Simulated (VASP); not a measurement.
Zn15CuO16 (a cell with a defect):

```xyz
32
Lattice="6.4988 0.0000 0.0000 -3.2494 5.6281 0.0000 0.0000 0.0000 10.4076" Properties=species:S:1:pos:R:3 pbc="T T T"
Cu    0.0000    1.8760    0.0000
Zn    0.0000    1.8760    5.2038
Zn   -1.6247    4.6901    0.0000
Zn   -1.6247    4.6901    5.2038
Zn    3.2494    1.8760    0.0000
Zn    3.2494    1.8760    5.2038
Zn    1.6247    4.6901    0.0000
Zn    1.6247    4.6901    5.2038
Zn    1.6247    0.9380    2.6019
Zn    1.6247    0.9380    7.8057
Zn    0.0000    3.7521    2.6019
Zn    0.0000    3.7521    7.8057
Zn    4.8741    0.9380    2.6019
Zn    4.8741    0.9380    7.8057
Zn    3.2494    3.7521    2.6019
Zn    3.2494    3.7521    7.8057
O     0.0000    1.8760    1.9884
O     0.0000    1.8760    7.1922
O    -1.6247    4.6901    1.9884
O    -1.6247    4.6901    7.1922
O     3.2494    1.8760    1.9884
O     3.2494    1.8760    7.1922
O     1.6247    4.6901    1.9884
O     1.6247    4.6901    7.1922
O     1.6247    0.9380    4.5903
O     1.6247    0.9380    9.7941
O     0.0000    3.7521    4.5903
O     0.0000    3.7521    9.7941
O     4.8741    0.9380    4.5903
O     4.8741    0.9380    9.7941
O     3.2494    3.7521    4.5903
O     3.2494    3.7521    9.7941
```

Base run:

| Property | Result |
| --- | --- |
| Program | VASP 6.6.1 |
| Functional | PBEsol |
| Potentials or basis | VASP PAW PBE potentials, release 64 (Cu, Zn, O) |
| Cutoff | 450 eV |
| k mesh | 3 × 3 × 2 |
| Occupations | gaussian, width 0.03 eV |
| Spin | collinear spin, ferromagnetic start |
| Hubbard terms | Cu d U = 5 eV |

Its results: band gap on the k mesh 0.65 eV, direct; largest force 0.551 eV/Å.

The run is repeated on the same cell with these changes: spin from collinear spin, ferromagnetic start to no spin polarisation; further incar settings from LREAL = Auto; ALGO = All; EDIFF = 1e-05; NBANDS = 170; ISYM = 0 to LREAL = Auto; ALGO = Normal; EDIFF = 1e-05; NBANDS = 166. What comes out?

Band gap on the k mesh none (metal or under the smearing width); largest force 0.340 eV/Å.

Caveats: some runs use coarse meshes; the PAW data sets were made with another functional, which shifts forces and pressure a little; an odd number of electrons without spin polarisation forces a metal (some runs); a magnetic or distorted state may lie lower (some runs); U without spin polarisation on a metal has little footing (some runs).

A k mesh can miss the band edges.
